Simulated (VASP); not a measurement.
These are PBE GGA, VASP's PBE PAW potentials (set 64) (plane waves; VASP 6.6.1) values and carry that method's errors.

The input files of a VASP run:

File POSCAR:
```
Ru
1
    1.3449033856    -2.3294411590     0.0000000000
    1.3449033856     2.3294411590     0.0000000000
    0.0000000000     0.0000000000     4.2616054944
Ru
2
Direct
  0.3333330000   0.6666670000   0.2500000000
  0.6666670000   0.3333330000   0.7500000000
```

INCAR:
```
NSW = 40   ! most ionic steps
PSTRESS = 200   ! kbar
IBRION = 2   ! conjugate gradients
LMAXMIX = 4   ! l cut-off of mixed one-centre charges
ALGO = Normal
NELM = 100
ENCUT = 500   ! plane-wave cut-off (eV)
SYSTEM = Ru
PREC = Accurate
LWAVE = .FALSE.
EDIFFG = -0.02   ! ionic stop
LASPH = .TRUE.
LREAL = .FALSE.
SIGMA = 0.1   ! width (eV)
ISMEAR = 1   ! Methfessel-Paxton
GGA = PE
ISIF = 3
LCHARG = .FALSE.
EDIFF = 1E-6   ! SCF stop (eV)
```

File KPOINTS:
```
K-points
0
gamma
15 15 9
```

POTCAR, in this order: Ru_pv (PBE.64 set). Program: vasp_std.

The resulting files:

### OSZICAR
```
       N       E                     dE             d eps       ncg     rms          rms(c)
DAV:   1     0.278623128272E+03    0.27862E+03   -0.17810E+04  4876   0.169E+03
DAV:   2    -0.133737270181E+02   -0.29200E+03   -0.28622E+03  5110   0.489E+02
DAV:   3    -0.197056679185E+02   -0.63319E+01   -0.61857E+01  5106   0.777E+01
DAV:   4    -0.197716355563E+02   -0.65968E-01   -0.65861E-01  5912   0.694E+00
DAV:   5    -0.197726955124E+02   -0.10600E-02   -0.10599E-02  5296   0.801E-01    0.185E+01
DAV:   6    -0.185449331372E+02    0.12278E+01   -0.32911E+00  4920   0.190E+01    0.508E+00
DAV:   7    -0.184555385140E+02    0.89395E-01   -0.27538E-01  4992   0.503E+00    0.117E+00
DAV:   8    -0.184469092649E+02    0.86292E-02   -0.75597E-03  4984   0.103E+00    0.843E-02
DAV:   9    -0.184470080851E+02   -0.98820E-04   -0.44071E-04  6456   0.214E-01    0.494E-02
DAV:  10    -0.184470178314E+02   -0.97463E-05   -0.17240E-05  5188   0.438E-02    0.659E-03
DAV:  11    -0.184470207151E+02   -0.28837E-05   -0.15311E-06  3196   0.134E-02    0.320E-03
DAV:  12    -0.184470200970E+02    0.61810E-06   -0.13935E-07  2498   0.375E-03
   1 F= -.15113789E+02 E0= -.15113338E+02  d E =-.151138E+02
       N       E                     dE             d eps       ncg     rms          rms(c)
DAV:   1    -0.237089698992E+02   -0.52619E+01   -0.13322E+02  4892   0.141E+02    0.327E+01
DAV:   2    -0.180211159780E+02    0.56879E+01   -0.14710E+01  4886   0.434E+01    0.427E+00
DAV:   3    -0.177049993451E+02    0.31612E+00   -0.12840E+00  4988   0.115E+01    0.463E+00
DAV:   4    -0.177493197822E+02   -0.44320E-01   -0.58118E-02  4962   0.213E+00    0.158E+00
DAV:   5    -0.177596482743E+02   -0.10328E-01   -0.11643E-02  5582   0.762E-01    0.194E-01
DAV:   6    -0.177594509190E+02    0.19736E-03   -0.54251E-04  5740   0.168E-01    0.352E-02
DAV:   7    -0.177594475203E+02    0.33987E-05   -0.46046E-05  5244   0.645E-02    0.142E-02
DAV:   8    -0.177594488725E+02   -0.13523E-05   -0.20111E-06  4114   0.106E-02    0.454E-03
DAV:   9    -0.177594498766E+02   -0.10040E-05   -0.24452E-07  2612   0.520E-03    0.197E-03
DAV:  10    -0.177594500528E+02   -0.17624E-06   -0.44217E-08  2556   0.156E-03
   2 F= -.14806986E+02 E0= -.14806643E+02  d E =0.306803E+00
       N       E                     dE             d eps       ncg     rms          rms(c)
DAV:   1    -0.223441307569E+02   -0.45847E+01   -0.90225E+01  4894   0.123E+02    0.142E+01
DAV:   2    -0.184369019930E+02    0.39072E+01   -0.11089E+01  4884   0.354E+01    0.508E+00
DAV:   3    -0.183475408798E+02    0.89361E-01   -0.67171E-01  4954   0.809E+00    0.164E+00
DAV:   4    -0.183768839702E+02   -0.29343E-01   -0.18103E-02  5006   0.132E+00    0.787E-01
DAV:   5    -0.183874686011E+02   -0.10585E-01   -0.95399E-03  5176   0.796E-01    0.139E-01
DAV:   6    -0.183874595719E+02    0.90292E-05   -0.38827E-04  6270   0.157E-01    0.322E-02
DAV:   7    -0.183874655728E+02   -0.60009E-05   -0.16945E-05  5660   0.354E-02    0.153E-02
DAV:   8    -0.183874623513E+02    0.32216E-05   -0.56107E-07  2742   0.694E-03    0.447E-03
DAV:   9    -0.183874605842E+02    0.17671E-05   -0.26626E-07  2532   0.572E-03    0.191E-03
DAV:  10    -0.183874603310E+02    0.25327E-06   -0.49597E-08  2484   0.162E-03
   3 F= -.15135077E+02 E0= -.15134618E+02  d E =-.212881E-01
       N       E                     dE             d eps       ncg     rms          rms(c)
DAV:   1    -0.183847933007E+02    0.26673E-02   -0.86816E-03  4906   0.116E+00    0.178E-01
DAV:   2    -0.183844013417E+02    0.39196E-03   -0.11067E-03  4902   0.358E-01    0.293E-02
DAV:   3    -0.183843927647E+02    0.85770E-05   -0.69570E-05  4978   0.815E-02    0.170E-02
DAV:   4    -0.183844005616E+02   -0.77970E-05   -0.47365E-06  4826   0.214E-02    0.208E-03
DAV:   5    -0.183844003753E+02    0.18638E-06   -0.37029E-07  2472   0.654E-03
   4 F= -.15135116E+02 E0= -.15134658E+02  d E =-.213277E-01
       N       E                     dE             d eps       ncg     rms          rms(c)
DAV:   1    -0.183828452954E+02    0.15553E-02   -0.25267E-03  4894   0.628E-01    0.956E-02
DAV:   2    -0.183827309608E+02    0.11433E-03   -0.31952E-04  4886   0.192E-01    0.158E-02
DAV:   3    -0.183827289911E+02    0.19696E-05   -0.20113E-05  4956   0.438E-02    0.904E-03
DAV:   4    -0.183827322891E+02   -0.32980E-05   -0.13449E-06  3362   0.115E-02    0.119E-03
DAV:   5    -0.183827321862E+02    0.10291E-06   -0.17224E-07  2460   0.427E-03
   5 F= -.15135113E+02 E0= -.15134654E+02  d E =-.213240E-01
       N       E                     dE             d eps       ncg     rms          rms(c)
DAV:   1    -0.183898101290E+02   -0.70778E-02   -0.53600E-02  4898   0.244E+00    0.341E-01
DAV:   2    -0.183881120529E+02    0.16981E-02   -0.39299E-03  4918   0.677E-01    0.862E-02
DAV:   3    -0.183879575907E+02    0.15446E-03   -0.46552E-04  5170   0.191E-01    0.344E-02
DAV:   4    -0.183879550007E+02    0.25901E-05   -0.43319E-05  6790   0.533E-02    0.107E-02
DAV:   5    -0.183879553571E+02   -0.35646E-06   -0.36926E-06  5010   0.181E-02
   6 F= -.15135076E+02 E0= -.15134672E+02  d E =0.368842E-04
       N       E                     dE             d eps       ncg     rms          rms(c)
DAV:   1    -0.183855866745E+02    0.23683E-02   -0.17835E-02  4910   0.141E+00    0.198E-01
DAV:   2    -0.183850156462E+02    0.57103E-03   -0.12996E-03  4920   0.389E-01    0.501E-02
DAV:   3    -0.183849662038E+02    0.49442E-04   -0.15797E-04  5136   0.112E-01    0.205E-02
DAV:   4    -0.183849698561E+02   -0.36523E-05   -0.14715E-05  6680   0.311E-02    0.617E-03
DAV:   5    -0.183849710903E+02   -0.12342E-05   -0.13258E-06  2776   0.112E-02    0.247E-03
DAV:   6    -0.183849710967E+02   -0.63428E-08   -0.40239E-07  2460   0.689E-03
   7 F= -.15135143E+02 E0= -.15134707E+02  d E =-.303948E-04
```

File OUTCAR:
```
------------------------ aborting loop because EDIFF is reached ----------------------------------------
  FORCE on cell =-STRESS in cart. coord.  units (eV):
  Direction    XX          YY          ZZ          XY          YZ          ZX
  --------------------------------------------------------------------------------------
  Total        3.2177197      3.2177202      3.2420725      0.0000000     -0.0000000      0.0000000
  in kB      198.0239889    198.0240188    199.5227040      0.0000000     -0.0000000      0.0000000
  external PRESSURE =      -1.4764294 kB  Pullay stress =     200.0000000 kB
  volume of cell :       26.03
      direct lattice vectors                 reciprocal lattice vectors
     1.333248472 -2.309254267  0.000000000     0.375023869 -0.216520115  0.000000000
     1.333248472  2.309254267 -0.000000000     0.375023869  0.216520115  0.000000000
    -0.000000000  0.000000000  4.227933459     0.000000000  0.000000000  0.236522171
 POSITION                                       TOTAL-FORCE (eV/Angst)
 -----------------------------------------------------------------------------------
      1.33325      0.76975      1.05698        -0.000000     -0.000000      0.000000
      1.33325     -0.76975      3.17095         0.000000      0.000000      0.000000
 -----------------------------------------------------------------------------------
    total drift:                               -0.000011      0.000489     -0.000045
  FREE ENERGIE OF THE ION-ELECTRON SYSTEM (eV)
  ---------------------------------------------------
  free  energy   TOTEN  =       -18.3849710967 eV

  energy  without entropy=      -18.3836639663  energy(sigma->0) =      -18.38453539
  enthalpy is  TOTEN    =       -15.1351429041 eV   P V=        3.2498281925

 reached required accuracy - stopping structural energy minimisation
```
(Selected blocks of OUTCAR.)

**CONTCAR**
```
Ru
   1.00000000000000
     1.3332484719788595   -2.3092542671081051    0.0000000000000000
     1.3332484719788595    2.3092542671081051   -0.0000000000000000
    -0.0000000000000000    0.0000000000000000    4.2279334587798756
  Ru
     2
Direct
     0.3333330000000032    0.6666669999999968    0.2500000000000000
     0.6666669999999968    0.3333330000000032    0.7500000000000000
```

OUTCAR:
```
 val. band max:       13.5988908063   @ k =   0.2667   0.0000   0.3333

 cond. band min:      13.6300963082   @ k =   0.4667   0.0667   0.3333


 Fermi energy:        13.6016816307

 k-point     1 :       0.0000    0.0000    0.0000
  band No.  band energies     occupation
      1     -30.1905      2.00000
      2     -29.1254      2.00000
      3     -29.1254      2.00000
      4     -28.9338      2.00000
      5     -28.9338      2.00000
      6     -28.8838      2.00000
      7       5.3852      2.00000
      8       7.0864      2.00000
      9      10.8552      2.00000
     10      10.8552      2.00000
     11      11.0291      2.00000
     12      11.5801      2.00000
     13      11.5801      2.00000
     14      12.1619      2.00000
     15      12.1619      2.00000
     16      14.8830     -0.00000
     17      14.8830     -0.00000
     18      14.9503     -0.00000

 k-point     2 :       0.0667   -0.0000    0.0000
  band No.  band energies     occupation
      1     -30.1731      2.00000
      2     -29.1630      2.00000
      3     -29.1380      2.00000
      4     -28.9730      2.00000
      5     -28.9389      2.00000
      6     -28.8917      2.00000
      7       5.5582      2.00000
      8       7.2199      2.00000
      9      10.5231      2.00000
     10      10.9973      2.00000
     11      11.3167      2.00000
     12      11.5046      2.00000
     13      11.7115      2.00000
     14      11.9825      2.00000
     15      12.0526      2.00000
     16      13.5482      1.77680
     17      14.9519     -0.00000
     18      16.5216      0.00000

 k-point     3 :       0.1333    0.0000    0.0000
  band No.  band energies     occupation
      1     -30.1224      2.00000
      2     -29.2694      2.00000
      3     -29.1729      2.00000
      4     -29.0824      2.00000
      5     -28.9539      2.00000
      6     -28.9155      2.00000
      7       6.0471      2.00000
      8       7.5662      2.00000
      9      10.0816      2.00000
...
```

Energy and stress use the plane-wave basis of the starting cell.

The compound is Ru in the hcp structure. This run relaxes it under an external pressure of 20 GPa. Symmetry was kept, so distortions that lower it aren't found.
